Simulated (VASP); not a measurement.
Given:

```yaml
crystal:
  lattice:
    - [3.97847, 0.00000, 0.00000]
    - [0.00000, 3.97847, 0.00000]
    - [0.00000, 0.00000, 3.97847]
  atoms:
    - { symbol: K, position: [0.49652, 0.50768, 0.50172] }
    - { symbol: Mg, position: [0.99816, 0.00383, 0.99925] }
    - { symbol: F, position: [0.00598, 0.49305, 0.00291] }
    - { symbol: F, position: [0.50156, 0.99730, 0.99819] }
    - { symbol: F, position: [0.99779, 0.99814, 0.49793] }
```

These are PBEsol GGA, VASP's PBE PAW potentials (set 64) (plane waves; VASP) values and carry that method's errors. Settings: 400 eV cut-off, 7×7×7 Γ-centred mesh, Gaussian smearing of 0.050 eV, potentials K_sv Mg F.

At this cut-off the stress carries a Pulay error, which pulls relaxed volumes low.

Task: Give the force on each atom (eV/Å).

Result: 
```json
[
 {"atom": "K1", "Fx": "0.029", "Fy": "-0.067", "Fz": "-0.021"},
 {"atom": "Mg2", "Fx": "0.106", "Fy": "-0.310", "Fz": "-0.014"},
 {"atom": "F3", "Fx": "-0.061", "Fy": "0.391", "Fz": "-0.049"},
 {"atom": "F4", "Fx": "-0.092", "Fy": "-0.003", "Fz": "-0.002"},
 {"atom": "F5", "Fx": "0.019", "Fy": "-0.011", "Fz": "0.086"}
]
```

Task: Give the stress tensor in GPa (positive for a compressed cell).

Result: 
```
-7.97   0.02   0.00
 0.02  -7.74   0.01
 0.00   0.01  -7.98
```
The pressure is its mean diagonal, -7.90 GPa.

The structure comes from a computed database's KMgF3 entry; how it stands against other phases isn't given here. The cell was not relaxed at this level, atoms are displaced from their ideal sites.
